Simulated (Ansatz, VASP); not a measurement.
## Cross-check of AlSbTe3 between VASP and Ansatz

Aim: how closely do two programs agree when they are given the same cell, functional and k mesh? The cell is generated by rule, not measured, and may not be a known phase. The cell is taken from a series of runs on this material, whose earlier steps may have relaxed, scaled, displaced or heated it; both programs get it as it stands.

Program: Ansatz 0.2.0. Level of theory: plane waves, with VASP 6.6.1 beside it; LDA. Results are calculated unless marked as measured.

### 1. The structure

It takes space group Pm-3m (No. 221, cubic). The conventional cell has a = 5.181 Å, b = 5.181 Å, c = 5.181 Å, α = 90.00°, β = 90.00°, γ = 90.00°. Sb has 12 Te at 3.66 Å nearest. Al has 6 Te at 2.59 Å nearest. Nearest to Te lie 2 Al at 2.59 Å. Farther neighbours and most contacts between anions are not listed.

Structure file:

```
Sb Al Te
1.0
     5.18117    0.00000    0.00000
     0.00000    5.18117    0.00000
     0.00000    0.00000    5.18117
Sb Al Te
1 1 3
Direct
  0.00000 0.00000 0.00000
  0.50000 0.50000 0.50000
  0.50000 0.50000 0.00000
  0.50000 0.00000 0.50000
  0.00000 0.50000 0.50000
```

### 2. VASP: relaxation of cell and atoms, LDA

The relaxed volume is the usual yardstick between codes: in a stiff, nearly cubic crystal its relative difference is about their pressure difference at one cell divided by the bulk modulus.

Lines of VASP's logs that name or quote its potential files are left out, and so is its time.

INCAR

```
SYSTEM = AlSbTe3
PREC = Accurate
ENCUT = 500
EDIFF = 1E-07
NELM = 120
ISMEAR = 0
SIGMA = 0.1
LREAL = .FALSE.
ALGO = Normal
GGA = PW92
NBANDS = 19
LORBIT = 11
LWAVE = .FALSE.
LCHARG = .FALSE.
ISIF = 3
IBRION = 2
NSW = 80
EDIFFG = -0.005
LASPH = .TRUE.
GGA_COMPAT = .FALSE.
NELMIN = 4
KPAR = 2
```

POSCAR

```
AlSbTe3
1.0
    5.1811740000      0.0000000000      0.0000000000
    0.0000000000      5.1811740000      0.0000000000
    0.0000000000      0.0000000000      5.1811740000
Sb Al Te
1 1 3
Direct
    0.0000000000      0.0000000000      0.0000000000
    0.5000000000      0.5000000000      0.5000000000
    0.5000000000      0.5000000000      0.0000000000
    0.5000000000      0.0000000000      0.5000000000
    0.0000000000      0.5000000000      0.5000000000
```

KPOINTS

```
Automatic mesh
0
Gamma
6 6 6
0 0 0
```

The projector-augmented-wave data sets are Sb, Al and Te (LDA family, release 64).

Started as:

```sh
> mpirun -np 2 vasp_std
```

Output:

```text
[banner, memory and clock lines left out]
running    2 mpi-ranks, on    1 nodes
 distrk:  each k-point on    1 cores,    2 groups
 distr:  one band on    1 cores,    1 groups

 POSCAR found type information on POSCAR SbAlTe
 POSCAR found :  3 types and       5 ions
|                                                                             |
|               ----> ADVICE to this user running VASP <----                  |
|                                                                             |
|     You enforced a specific xc type in the INCAR file but a different       |
|     [... a line on the potential file left out ...]
|     I HOPE YOU KNOW WHAT YOU ARE DOING!                                     |
|                                                                             |

 LDA part: xc-table for (Slater(with rela. corr.)+PW92), standard interpolation
 POSCAR, INCAR and KPOINTS ok, starting setup
 FFT: planning ... GRIDC
 FFT: planning ... GRID_SOFT
 FFT: planning ... GRID
 WAVECAR not read
 entering main loop
       N       E                     dE             d eps       ncg     rms          rms(c)
DAV:   1     0.107405042750E+03    0.10741E+03   -0.91086E+03   760   0.105E+03
DAV:   2    -0.112287504829E+02   -0.11863E+03   -0.11623E+03  1022   0.163E+02
DAV:   3    -0.192773161664E+02   -0.80486E+01   -0.78892E+01   907   0.457E+01
DAV:   4    -0.194449424958E+02   -0.16763E+00   -0.16744E+00   945   0.733E+00
DAV:   5    -0.194478128534E+02   -0.28704E-02   -0.28702E-02   916   0.100E+00    0.962E+00
DAV:   6    -0.190956542219E+02    0.35216E+00   -0.22106E+00   819   0.399E+00    0.569E+00
DAV:   7    -0.190535707048E+02    0.42084E-01   -0.24874E-01   805   0.189E+00    0.310E+00
DAV:   8    -0.190457344388E+02    0.78363E-02   -0.34364E-02   820   0.897E-01    0.470E-01
DAV:   9    -0.190449900396E+02    0.74440E-03   -0.41712E-03   813   0.293E-01    0.299E-01
DAV:  10    -0.190448623752E+02    0.12766E-03   -0.55886E-04   802   0.116E-01    0.864E-02
DAV:  11    -0.190448451454E+02    0.17230E-04   -0.78076E-05   828   0.420E-02    0.248E-02
DAV:  12    -0.190448446302E+02    0.51521E-06   -0.50112E-06   843   0.114E-02    0.752E-03
DAV:  13    -0.190448446280E+02    0.21653E-08   -0.26169E-07   720   0.292E-03
   1 F= -.19044845E+02 E0= -.19033659E+02  d E =-.190448E+02
 curvature:   0.00 expect dE= 0.000E+00 dE for cont linesearch  0.000E+00
 trial: gam= 0.00000 g(F)=  0.000E+00 g(S)=  0.749E-03 ort = 0.000E+00 (trialstep = 0.100E+01)
 search vector abs. value=  0.749E-03
 bond charge predicted
       N       E                     dE             d eps       ncg     rms          rms(c)
DAV:   1    -0.190463717903E+02   -0.15272E-02   -0.27689E-02   784   0.677E-01    0.201E-01
DAV:   2    -0.190454233579E+02    0.94843E-03   -0.26672E-03   766   0.213E-01    0.113E-01
DAV:   3    -0.190451880934E+02    0.23526E-03   -0.35387E-04   784   0.823E-02    0.373E-02
DAV:   4    -0.190450921009E+02    0.95993E-04   -0.18279E-04   793   0.536E-02    0.365E-02
DAV:   5    -0.190450883062E+02    0.37947E-05   -0.69577E-06   932   0.137E-02    0.345E-02
DAV:   6    -0.190450864559E+02    0.18503E-05   -0.15552E-06   850   0.551E-03    0.343E-03
DAV:   7    -0.190450861497E+02    0.30625E-06   -0.11031E-06   814   0.366E-03    0.153E-03
DAV:   8    -0.190450861544E+02   -0.47146E-08   -0.57867E-08   416   0.124E-03
   2 F= -.19045086E+02 E0= -.19033913E+02  d E =-.241526E-03
 trial-energy change:   -0.000242  1 .order   -0.000240   -0.000749    0.000268
 step:   0.7366(harm=  0.7366)  dis= 0.00000  next Energy=   -19.045120 (dE=-0.276E-03)
 bond charge predicted
       N       E                     dE             d eps       ncg     rms          rms(c)
DAV:   1    -0.190452099069E+02   -0.12376E-03   -0.19192E-03   784   0.178E-01    0.529E-02
DAV:   2    -0.190451444124E+02    0.65494E-04   -0.18168E-04   766   0.558E-02    0.294E-02
DAV:   3    -0.190451281416E+02    0.16271E-04   -0.24331E-05   778   0.216E-02    0.968E-03
DAV:   4    -0.190451216275E+02    0.65140E-05   -0.12251E-05   790   0.139E-02    0.957E-03
DAV:   5    -0.190451213566E+02    0.27093E-06   -0.47477E-07   789   0.357E-03    0.891E-03
DAV:   6    -0.190451212256E+02    0.13097E-06   -0.10491E-07   398   0.157E-03    0.124E-03
DAV:   7    -0.190451212105E+02    0.15104E-07   -0.71763E-08   392   0.115E-03
   3 F= -.19045121E+02 E0= -.19033943E+02  d E =-.276582E-03
 curvature:  -0.37 expect dE=-0.104E-08 dE for cont linesearch -0.104E-08
 trial: gam= 0.00000 g(F)=  0.981E-66 g(S)=  0.282E-08 ort =-0.145E-05 (trialstep = 0.947E+00)
 search vector abs. value=  0.292E-08
 reached required accuracy - stopping structural energy minimisation
```

OUTCAR, selected parts (step 2):

```text
ion  position               nearest neighbor table
   1  0.000  0.000  0.000-   3 3.66   4 3.66   5 3.66   4 3.66   5 3.66   3 3.66   5 3.66   5 3.66
                             3 3.66   4 3.66   4 3.66   3 3.66
   2  0.500  0.500  0.500-   3 2.59   4 2.59   5 2.59   3 2.59   4 2.59   5 2.59
   3  0.500  0.500  0.000-   2 2.59   2 2.59   4 3.66   5 3.66   1 3.66   4 3.66   5 3.66   1 3.66
                             4 3.66   4 3.66   1 3.66   5 3.66   5 3.66   1 3.66
   4  0.500  0.000  0.500-   2 2.59   2 2.59   3 3.66   5 3.66   1 3.66   3 3.66   1 3.66   3 3.66
                             5 3.66   3 3.66   1 3.66   5 3.66   1 3.66   5 3.66
   5  0.000  0.500  0.500-   2 2.59   2 2.59   3 3.66   4 3.66   1 3.66   3 3.66   1 3.66   4 3.66
                             1 3.66   1 3.66   3 3.66   4 3.66   3 3.66   4 3.66

  LATTYP: Found a simple cubic cell.
 ALAT       =     5.1811740000

 Subroutine GETGRP returns: Found 48 space group operations
 (whereof 48 operations were pure point group operations)

The static configuration has the point symmetry O_h .

 Found     20 irreducible k-points:

   k-points           NKPTS =     20   k-points in BZ     NKDIM =     20   number of bands    NBANDS=     19

   dimension x,y,z NGX =    40 NGY =   40 NGZ =   40
   dimension x,y,z NGXF=    80 NGYF=   80 NGZF=   80

   ENCUT  =  500.0 eV  36.75 Ry    6.06 a.u.   9.45  9.45  9.45*2*pi/ulx,y,z

   NELECT =      26.0000    total number of electrons

 k-points in reciprocal lattice and weights: Automatic mesh
   0.00000000  0.00000000  0.00000000       0.005
   0.16666667  0.00000000  0.00000000       0.028
   0.33333333  0.00000000  0.00000000       0.028
   0.50000000  0.00000000  0.00000000       0.014
   0.16666667  0.16666667  0.00000000       0.056
   0.33333333  0.16666667  0.00000000       0.111
   0.50000000  0.16666667  0.00000000       0.056
   0.33333333  0.33333333  0.00000000       0.056
   0.50000000  0.33333333  0.00000000       0.056
[...]
0.50000000  0.50000000  0.33333333       0.028
   0.50000000  0.50000000  0.50000000       0.005

 average (electrostatic) potential at core
       1 -87.4498       2 -72.3706       3 -88.5695       4 -88.5695       5 -88.5695

 E-fermi :   6.7006

 k-point     1 :       0.0000    0.0000    0.0000
  band No.  band energies     occupation
    ...
     10       5.1146      2.00000
     11       5.4664      2.00000
     12       5.7126      2.00000
     13       5.7126      2.00000
     14       5.7126      2.00000
     15       8.8789      0.00000
     16       8.8789      0.00000
     17       8.8789      0.00000
     18      10.1591      0.00000
     19      10.1591      0.00000

 k-point     2 :       0.1667    0.0000    0.0000
  band No.  band energies     occupation
    ...
     10       4.8535      2.00000
     11       5.4727      2.00000
     12       5.6344      2.00000
     13       5.6344      2.00000
     14       6.6457      1.56277
     15       8.2470      0.00000
     16       8.5531      0.00000
     17       8.5531      0.00000
     18      10.2638      0.00000
     19      10.9179      0.00000

 k-point     3 :       0.3333    0.0000    0.0000
  band No.  band energies     occupation
    ...
      9       4.1403      2.00000
     10       4.3347      2.00000
     11       5.0775      2.00000
     12       5.8482      2.00000
     13       5.8482      2.00000
     14       6.9637      0.00020
     15       7.9018      0.00000
     16       7.9018      0.00000
     17       8.1646      0.00000
     18      10.5335      0.00000
    ...

  Total       -0.0003121     -0.0003121     -0.0003121      0.0000000     -0.0000000     -0.0000000
  in kB       -0.0035832     -0.0035832     -0.0035832      0.0000000     -0.0000000     -0.0000000
  external PRESSURE =      -0.0035832 kB  Pullay stress =       0.0000000 kB

  energy-cutoff  :      500.00
  volume of cell :      139.56
      direct lattice vectors                 reciprocal lattice vectors
     5.187095883 -0.000000000  0.000000000     0.192786103 -0.000000000 -0.000000000
     0.000000000  5.187095883 -0.000000000     0.000000000  0.192786103 -0.000000000
     0.000000000  0.000000000  5.187095883    -0.000000000  0.000000000  0.192786103

 POSITION                                       TOTAL-FORCE (eV/Angst)
 -----------------------------------------------------------------------------------
      0.00000      0.00000      0.00000        -0.000000     -0.000000      0.000000
      2.59355      2.59355      2.59355        -0.000000     -0.000000      0.000000
      2.59355      2.59355      0.00000        -0.000000     -0.000000      0.000000
      2.59355      0.00000      2.59355         0.000000      0.000000      0.000000
      0.00000      2.59355      2.59355         0.000000      0.000000      0.000000
 -----------------------------------------------------------------------------------
    total drift:                                0.000000     -0.000000     -0.000000

  FREE ENERGIE OF THE ION-ELECTRON SYSTEM (eV)
  ---------------------------------------------------
  free  energy   TOTEN  =       -19.0451212105 eV

  energy  without entropy=      -19.0227652805  energy(sigma->0) =      -19.03394325

 reached required accuracy - stopping structural energy minimisation

 total charge
# of ion       s       p       d       tot
------------------------------------------
    1        1.275   0.941   0.020   2.236
    2        0.424   0.380   0.000   0.804
    3        1.401   1.955   0.043   3.399
    4        1.401   1.955   0.043   3.399
    5        1.401   1.955   0.043   3.399
--------------------------------------------------
tot          5.902   7.187   0.148  13.237

[... 3 further parts left out ...]
```

CONTCAR:

```
AlSbTe3
   1.00000000000000
     5.1870958827988778   -0.0000000000000000    0.0000000000000000
     0.0000000000000000    5.1870958827988778   -0.0000000000000000
     0.0000000000000000    0.0000000000000000    5.1870958827988778
  Sb              Al              Te
     1     1     3
Direct
     0.0000000000000000    0.0000000000000000    0.0000000000000000
     0.5000000000000000    0.5000000000000000    0.5000000000000000
     0.5000000000000000    0.5000000000000000    0.0000000000000000
     0.5000000000000000    0.0000000000000000    0.5000000000000000
     0.0000000000000000    0.5000000000000000    0.5000000000000000
```

The k-mesh is coarse for a metal. The run keeps the 48 symmetry operations of its start, so it cannot find a distortion of lower symmetry.

[end of part 1 of 2]

[Lines on the potential files, build, host, timing and source positions are cut from VASP's logs without a mark.]

[Logs are printed without paths, hosts, clocks, repeated set-up lines and the standing remarks that a program may print on its own settings, such as how far it seeks lower states.]

[Hosts, paths, dates, database ids (printed as entryN), source tags and the programs' standing remarks are cut or masked in the printed files.]
